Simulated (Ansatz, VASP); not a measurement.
# Ni3O4 (Ni3O4 (Cmmm)): VASP beside Ansatz, part 2 of 2

Aim: how closely do two programs agree when they are given the same cell, functional and k mesh? The cell is taken from a series of runs on this material, whose earlier steps may have relaxed, scaled, displaced or heated it; both programs get it as it stands.

VASP 6.6.1 and Ansatz 0.2.0.

So far: The structure; Ansatz: relaxation of cell and atoms, r2SCAN.

In doubt: warnings of the run leave room for a lower electronic state (step 2), so energies may not be the lowest and differences between runs may mislead.

**3. VASP: relaxation of cell and atoms, r2SCAN**

Level of this step: r2SCAN, spin-polarised from a ferromagnetic start; plane waves and PAW (Ni, O) (VASP).

The same cell, functional, mesh and smearing now go to VASP, with its own data sets.

Lines of VASP's logs that name or quote its potential files are left out, and so is its time.

The input, INCAR:

```
SYSTEM = Ni3O4
PREC = Accurate
ENCUT = 660
EDIFF = 1E-07
NELM = 200
ISMEAR = -1
SIGMA = 0.05
LREAL = .FALSE.
ALGO = Normal
METAGGA = R2SCAN
LASPH = .TRUE.
NBANDS = 40
ISPIN = 2
MAGMOM = 1.68 1.68 -0.06 0.1 0.1 0.2 0.2
LMAXMIX = 4
LORBIT = 11
LWAVE = .FALSE.
LCHARG = .FALSE.
ISIF = 3
IBRION = 2
NSW = 80
EDIFFG = -0.005
GGA_COMPAT = .FALSE.
NELMIN = 4
LMIXTAU = .TRUE.
KPAR = 2
```

The input, POSCAR:

```
Ni3O4
1.0
    2.9770060000     -4.0865330000      0.0000000000
    2.9770060000      4.0865330000      0.0000000000
    0.0000000000      0.0000000000      2.8524380000
Ni O
3 4
Direct
    0.5000000612      0.9999999388      0.5000000000
    0.9999999388      0.5000000612      0.5000000000
    0.0000000000      0.0000000000      0.0000000000
    0.7937246348      0.7937246348      0.5000000000
    0.2062753652      0.2062753652      0.5000000000
    0.2277248220      0.7722751780      0.0000000000
    0.7722751780      0.2277248220      0.0000000000
```

The input, KPOINTS:

```
Automatic mesh
0
Gamma
8 8 13
0 0 0
```

PAW data sets: Ni and O (PBE family, release 64).

Command:

```sh
$ mpirun -np 2 vasp_std
```

Numbers of over 12 decimals in the logs are rounded to 6 here.

The program printed:

```text
[banner, memory and clock lines left out]
running    2 mpi-ranks, on    1 nodes
 distrk:  each k-point on    1 cores,    2 groups
 distr:  one band on    1 cores,    1 groups

 POSCAR found type information on POSCAR NiO
 POSCAR found :  2 types and       7 ions
|                                                                             |
|               ----> ADVICE to this user running VASP <----                  |
|                                                                             |
|     You enforced a specific xc type in the INCAR file but a different       |
|     [... a line on the potential file left out ...]
|     I HOPE YOU KNOW WHAT YOU ARE DOING!                                     |
|                                                                             |

 LDA part: xc-table for (None), standard interpolation
 POSCAR, INCAR and KPOINTS ok, starting setup
 FFT: planning ... GRIDC
 FFT: planning ... GRID_SOFT
 FFT: planning ... GRID
 WAVECAR not read
 entering main loop
       N       E                     dE             d eps       ncg     rms          rms(c)
DAV:   1     0.590648427581E+03    0.59065E+03   -0.29283E+04 23624   0.207E+03
DAV:   2     0.396299734527E+00   -0.59025E+03   -0.54116E+03 24152   0.479E+02
DAV:   3    -0.872286184226E+02   -0.87625E+02   -0.83601E+02 26728   0.192E+02
DAV:   4    -0.905116067332E+02   -0.32830E+01   -0.32549E+01 27528   0.385E+01
DAV:   5    -0.905786032943E+02   -0.66997E-01   -0.66968E-01 30712   0.522E+00    0.358E+01
DAV:   6    -0.780835142423E+02    0.12495E+02   -0.13524E+02 32808   0.152E+02    0.504E+01
DAV:   7    -0.662993463440E+02    0.11784E+02   -0.25531E+01 28736   0.978E+01    0.195E+01
DAV:   8    -0.672925296813E+02   -0.99318E+00   -0.62873E+00 34544   0.636E+01    0.139E+01
DAV:   9    -0.674049648318E+02   -0.11244E+00   -0.42706E+00 30312   0.478E+01    0.891E+00
DAV:  10    -0.672162017473E+02    0.18876E+00   -0.54909E-01 32080   0.183E+01    0.324E+00
DAV:  11    -0.672042394108E+02    0.11962E-01   -0.15154E-01 37000   0.628E+00    0.160E+00
DAV:  12    -0.672035784405E+02    0.66097E-03   -0.38318E-02 35072   0.194E+00    0.776E-01
DAV:  13    -0.672043808395E+02   -0.80240E-03   -0.58279E-03 27456   0.815E-01    0.303E-01
DAV:  14    -0.672045070173E+02   -0.12618E-03   -0.11323E-03 26984   0.459E-01    0.762E-02
DAV:  15    -0.672046067280E+02   -0.99711E-04   -0.34941E-04 27056   0.179E-01    0.524E-02
DAV:  16    -0.672046187708E+02   -0.12043E-04   -0.51988E-05 30888   0.686E-02    0.365E-02
DAV:  17    -0.672046211627E+02   -0.23919E-05   -0.17561E-05 34232   0.448E-02    0.167E-02
DAV:  18    -0.672046229784E+02   -0.18158E-05   -0.67954E-06 31224   0.220E-02    0.558E-03
DAV:  19    -0.672046233760E+02   -0.39760E-06   -0.13727E-06 27272   0.111E-02    0.218E-03
DAV:  20    -0.672046236978E+02   -0.32182E-06   -0.21512E-07 23120   0.449E-03    0.797E-04
DAV:  21    -0.672046238287E+02   -0.13087E-06   -0.26891E-08 16256   0.229E-03    0.564E-04
DAV:  22    -0.672046239757E+02   -0.14696E-06   -0.93324E-09 13488   0.101E-03    0.286E-04
DAV:  23    -0.672046239895E+02   -0.13877E-07   -0.45773E-09 13016   0.102E-03
   1 F= -.67204624E+02 E0= -.67202140E+02  d E =-.672046E+02  mag=     3.9804
[...]
2 F= -.67205094E+02 E0= -.67202439E+02  d E =-.470503E-03  mag=     3.9783
[...]
3 F= -.67205111E+02 E0= -.67202433E+02  d E =-.486816E-03  mag=     3.9781
[...]
4 F= -.67205118E+02 E0= -.67202397E+02  d E =-.493911E-03  mag=     3.9776
[...]
5 F= -.67205252E+02 E0= -.67202352E+02  d E =-.134526E-03  mag=     3.9750
[...]
6 F= -.67205278E+02 E0= -.67202429E+02  d E =-.159695E-03  mag=     3.9758
[...]
7 F= -.67205278E+02 E0= -.67202432E+02  d E =-.159686E-03  mag=     3.9758
 curvature:  -0.60 expect dE=-0.194E-04 dE for cont linesearch -0.347E-09
 trial: gam=-0.03790 g(F)=  0.522E-05 g(S)=  0.270E-04 ort =-0.696E-06 (trialstep = 0.899E+00)
 search vector abs. value=  0.335E-04
 bond charge predicted
       N       E                     dE             d eps       ncg     rms          rms(c)
DAV:   1    -0.672053809625E+02   -0.10331E-03   -0.42434E-03 24136   0.518E-01    0.759E-02
DAV:   2    -0.672053147586E+02    0.66204E-04   -0.30189E-04 28664   0.281E-01    0.499E-02
DAV:   3    -0.672053214439E+02   -0.66853E-05   -0.91550E-05 28824   0.281E-01    0.544E-02
DAV:   4    -0.672052974656E+02    0.23978E-04   -0.42458E-05 30032   0.198E-01    0.211E-02
DAV:   5    -0.672052962406E+02    0.12250E-05   -0.50030E-06 32584   0.348E-02    0.910E-03
DAV:   6    -0.672052954652E+02    0.77544E-06   -0.51645E-07 29168   0.124E-02    0.336E-03
DAV:   7    -0.672052952613E+02    0.20391E-06   -0.64565E-07 25608   0.119E-02    0.118E-03
DAV:   8    -0.672052952379E+02    0.23379E-07   -0.50537E-08 12720   0.176E-03
   8 F= -.67205295E+02 E0= -.67202472E+02  d E =-.176507E-04  mag=     3.9761
 trial-energy change:   -0.000018  1 .order   -0.000019   -0.000029   -0.000009
 step:   1.2833(harm=  1.2833)  dis= 0.00056  next Energy=   -67.205298 (dE=-0.207E-04)
 reached required accuracy - stopping structural energy minimisation
```

From OUTCAR (step 3):

```text
ion  position               nearest neighbor table
   1  0.500  1.000  0.500-   4 2.06   5 2.06   7 2.07   7 2.07   6 2.07   6 2.07   3 2.90   3 2.90
                             3 2.90   3 2.90   2 2.98   2 2.98
   2  1.000  0.500  0.500-   4 2.06   5 2.06   6 2.07   6 2.07   7 2.07   7 2.07   3 2.90   3 2.90
                             3 2.90   3 2.90   1 2.98   1 2.98
   3  0.000  0.000  0.000-   6 1.86   7 1.86   4 1.88   5 1.88   4 1.88   5 1.88   1 2.90   2 2.90
                             1 2.90   2 2.90   2 2.90   2 2.90   1 2.90   1 2.90
   4  0.794  0.794  0.500-   3 1.88   3 1.88   1 2.06   2 2.06
   5  0.206  0.206  0.500-   3 1.88   3 1.88   1 2.06   2 2.06
   6  0.228  0.772  0.000-   3 1.86   2 2.07   2 2.07   1 2.07   1 2.07
   7  0.772  0.228  0.000-   3 1.86   1 2.07   1 2.07   2 2.07   2 2.07

  LATTYP: Found a base centered orthorhombic cell.
 ALAT       =     5.9540120000
 B/A-ratio  =     1.3726989465
 C/A-ratio  =     0.4790783089

 Subroutine GETGRP returns: Found  8 space group operations
 (whereof  8 operations were pure point group operations)

The static configuration has the point symmetry D_2h.

 Found    147 irreducible k-points:

   k-points           NKPTS =    147   k-points in BZ     NKDIM =    147   number of bands    NBANDS=     40

   dimension x,y,z NGX =    42 NGY =   42 NGZ =   24
   dimension x,y,z NGXF=    84 NGYF=   84 NGZF=   48

   ENCUT  =  660.0 eV  48.51 Ry    6.96 a.u.  10.59 10.59  5.98*2*pi/ulx,y,z

   NELECT =      54.0000    total number of electrons

 k-points in reciprocal lattice and weights: Automatic mesh
   0.00000000  0.00000000  0.00000000       0.001
   0.12500000  0.00000000  0.00000000       0.005
   0.25000000  0.00000000  0.00000000       0.005
   0.37500000  0.00000000  0.00000000       0.005
   0.50000000  0.00000000  0.00000000       0.002
   0.12500000  0.12500000  0.00000000       0.002
   0.25000000  0.12500000  0.00000000       0.005
   0.37500000  0.12500000  0.00000000       0.005
   0.50000000  0.12500000  0.00000000       0.005
[...]
-0.37500000  0.37500000  0.46153846       0.005
   0.50000000  0.50000000  0.46153846       0.002

 average (electrostatic) potential at core
       1 -91.5175       2 -91.5175       3 -93.0432       4 -73.8963       5 -73.8963
       6 -73.6102       7 -73.6102

 E-fermi :   5.6122

 spin component 1
 k-point     1 :       0.0000    0.0000    0.0000
  band No.  band energies     occupation
    ...
     24       3.0398      1.00000
     25       3.1414      1.00000
     26       3.3587      1.00000
     27       3.6261      1.00000
     28       5.5786      0.66196
     29       5.6385      0.37158
     30       6.5260      0.00000
     31       6.7598      0.00000
     32       9.4541      0.00000
     33      13.7037      0.00000
    ...

 k-point     2 :       0.1250    0.0000    0.0000
  band No.  band energies     occupation
    ...
     25       3.2281      1.00000
     26       3.3953      1.00000
     27       3.6275      1.00000
     28       5.4954      0.91187
     29       5.5322      0.83214
     30       6.4745      0.00000
     31       6.7476      0.00000
     32       9.6895      0.00000
     33      13.6503      0.00000
     34      14.2997      0.00000
    ...

 k-point     3 :       0.2500    0.0000    0.0000
  band No.  band energies     occupation
    ...
     25       3.4697      1.00000
     26       3.5255      1.00000
     27       3.6382      1.00000
     28       5.2304      0.99952
     29       5.2561      0.99919
     30       6.3631      0.00000
     31       6.7187      0.00000
     32      10.3091      0.00000
     33      13.3274      0.00000
     34      14.7436      0.00000
    ...

 k-point     4 :       0.3750    0.0000    0.0000
  band No.  band energies     occupation
    ...
     25       3.5298      1.00000
     26       3.7780      1.00000
     27       3.9366      1.00000
     28       4.8118      1.00000
     29       4.8935      1.00000
     30       6.2641      0.00000
     31       6.6902      0.00000
     32      11.1324      0.00000
     33      12.7782      0.00000
     34      15.2238      0.00000
    ...

 k-point     5 :       0.5000    0.0000    0.0000
  band No.  band energies     occupation
    ...
     25       3.5112      1.00000
     26       3.9972      1.00000
     27       4.3107      1.00000
     28       4.5175      1.00000
     29       4.5433      1.00000
     30       6.2252      0.00000
     31       6.6784      0.00000
     32      11.8702      0.00000
     33      12.1492      0.00000
     34      15.3018      0.00000
    ...

 k-point     6 :       0.1250    0.1250    0.0000
  band No.  band energies     occupation
    ...
     25       3.4755      1.00000
     26       3.4873      1.00000
     27       3.6700      1.00000
     28       5.2839      0.99859
     29       5.4750      0.93954
     30       6.4234      0.00000
     31       6.7345      0.00000
     32      10.0515      0.00000
     33      13.6824      0.00000
     34      14.1372      0.00000
    ...

  Total       -0.0155650      0.0014839      0.0166150      0.0000000      0.0000000      0.0000000
  in kB       -0.3605310      0.0343723      0.3848516      0.0000000      0.0000000      0.0000000
  external PRESSURE =       0.0195643 kB  Pullay stress =       0.0000000 kB

  energy-cutoff  :      660.00
  volume of cell :       69.17
      direct lattice vectors                 reciprocal lattice vectors
     2.969940190 -4.081030706  0.000000000     0.168353559 -0.122518069  0.000000000
     2.969940190  4.081030706  0.000000000     0.168353559  0.122518069  0.000000000
     0.000000000  0.000000000  2.853453827     0.000000000  0.000000000  0.350452490

 POSITION                                       TOTAL-FORCE (eV/Angst)
 -----------------------------------------------------------------------------------
      4.45491      2.04051      1.42673         0.000000      0.000000     -0.000000
      4.45491     -2.04051      1.42673         0.000000      0.000000     -0.000000
      0.00000     -0.00000      2.85345        -0.000000      0.000000     -0.000000
      4.71008      0.00000      1.42673         0.001409      0.000000      0.000000
      1.22980      0.00000      1.42673        -0.001409      0.000000     -0.000000
      2.96994      2.21888      0.00000         0.000000      0.002693      0.000000
      2.96994     -2.21888      2.85345         0.000000     -0.002693     -0.000000
 -----------------------------------------------------------------------------------
    total drift:                                0.000146      0.000000      0.000000

  FREE ENERGIE OF THE ION-ELECTRON SYSTEM (eV)
  ---------------------------------------------------
  free  energy   TOTEN  =       -67.2052952379 eV

  energy  without entropy=      -67.1996490460  energy(sigma->0) =      -67.20247214

 reached required accuracy - stopping structural energy minimisation

 total charge
# of ion       s       p       d       tot
------------------------------------------
    1        0.344   0.432   8.146   8.921
    2        0.344   0.432   8.146   8.921
    3        0.512   0.824   8.196   9.532
    4        1.573   3.425   0.000   4.998
    5        1.573   3.425   0.000   4.998
    6        1.562   3.475   0.000   5.037
    7        1.562   3.475   0.000   5.037
--------------------------------------------------
tot          7.470  15.487  24.487  47.444

 magnetization (x)
# of ion       s       p       d       tot
------------------------------------------
    1        0.011   0.013   1.676   1.700
    2        0.011   0.013   1.676   1.700
    3       -0.004  -0.004  -0.062  -0.071
    4        0.011   0.089   0.000   0.100
    5        0.011   0.089   0.000   0.100
    6        0.021   0.177   0.000   0.197
    7        0.021   0.177   0.000   0.197
--------------------------------------------------
tot          0.081   0.553   3.289   3.923

[... 6 further parts left out ...]
```

CONTCAR:

```
Ni3O4
   1.00000000000000
     2.9699401895702153   -4.0810307062103606    0.0000000000000000
     2.9699401895702153    4.0810307062103606    0.0000000000000000
     0.0000000000000000    0.0000000000000000    2.8534538273483752
  Ni              O
     3     4
Direct
     0.5000000611999980    0.9999999388000020    0.5000000000000000
     0.9999999388000020    0.5000000611999980    0.5000000000000000
     0.0000000000000000    0.0000000000000000    1.0000000000000000
     0.7929582677814039    0.7929582677814039    0.5000000000000000
     0.2070417322185959    0.2070417322185959    0.5000000000000000
     0.2281466152394342    0.7718533847605659    0.0000000000000000
     0.7718533847605659    0.2281466152394342    1.0000000000000000
```

The magnetic state follows from one typed start and may not be the lowest. Oxides and halides of Ni are often magnetic insulators, and a metal at this level, without U or exact exchange, may be an artefact. The run keeps the 8 symmetry operations of its start, so it cannot find a distortion of lower symmetry.

**4. Side by side**

Known differences besides the potentials themselves: VASP starts from the moments at which Ansatz ended; VASP keeps PBE cores, Ansatz makes them for the functional; the data sets hold 78 valence electrons in Ansatz (on its default PAW (the set named soft_2) files) and 54 in VASP; the cutoff is 500 eV in Ansatz and 660 eV in VASP; Ansatz adds a Pulay correction to the stress that steers its cell, VASP none; site moments are counted in spheres of each program's own size. Total energies have different zeros and are not compared.

The two programs side by side:

| quantity | Ansatz | VASP | difference |
| --- | --- | --- | --- |
| volume (Å³) | 69.32 | 69.17 | +0.22 % |
| edge a after relaxation, in the typed setting (Å) | 5.055 | 5.047 | +0.15 % |
| edge c after relaxation, in the typed setting (Å) | 2.850 | 2.853 | -0.11 % |
| total moment (μB) | 3.99 | 3.98 | +0.01 |
| moment on Ni1 (μB) | 1.68 | 1.70 | -0.02 |
| moment on Ni2 (μB) | 1.68 | 1.70 | -0.02 |
| moment on O7 (μB) | 0.20 | 0.20 | 0.00 |
| moment on O6 (μB) | 0.20 | 0.20 | 0.00 |
| moment on O5 (μB) | 0.10 | 0.10 | 0.00 |
| moment on O4 (μB) | 0.10 | 0.10 | 0.00 |
| moment on Ni3 (μB) | -0.06 | -0.07 | +0.01 |

**5. Outcome**

| Quantity | Value |
| --- | --- |
| difference in volume (relaxation of cell and atoms, r2SCAN) | 0.22 % |

In words: The difference in volume is 0.22 % (relaxation of cell and atoms, r2SCAN), within the 1.2 % picked in this series as the mark of a large difference, as far as the stopping tolerances let one tell. The data sets hold unlike numbers of valence electrons (78 in Ansatz and 54 in VASP), so part of the differences comes from the potentials. Such differences can come from data sets, numerical settings and the points named under the comparisons, not from the functional's error against experiment.

[Lines on the potential files, build, host, timing and source positions are cut from VASP's logs without a mark.]

[Logs are printed without paths, hosts, clocks, repeated set-up lines and the standing remarks that a program may print on its own settings, such as how far it seeks lower states.]

[Hosts, paths, dates, database ids (printed as entryN), source tags and the programs' standing remarks are cut or masked in the printed files.]
